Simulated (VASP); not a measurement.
Input:

```yaml
crystal:
  lattice:
    - [0.00000, 2.67544, 2.67544]
    - [2.67544, 0.00000, 2.67544]
    - [2.67544, 2.67544, 0.00000]
  atoms:
    - { symbol: Pb, position: [0.00000, 0.00000, 0.00000] }
    - { symbol: S, position: [0.50000, 0.50000, 0.50000] }
```

All values below come from LDA (Ceperley-Alder, Perdew-Zunger), VASP's LDA PAW potentials (set 64) (plane waves; VASP). Numerical set-up: 500 eV cut-off, 9×9×9 Γ-centred mesh, Gaussian smearing of 0.050 eV, potentials Pb_d S.

What does the run give for the energy per atom (σ→0), pressure?

| Property | Result |
|---|---|
| energy per atom (σ→0) | -4.561 eV/atom |
| pressure | 30.15 GPa |

Total energies compare only between runs with the same potentials, cut-off and functional.

The compound is PbS in the rock salt structure. It was relaxed first under an external pressure of 30 GPa.
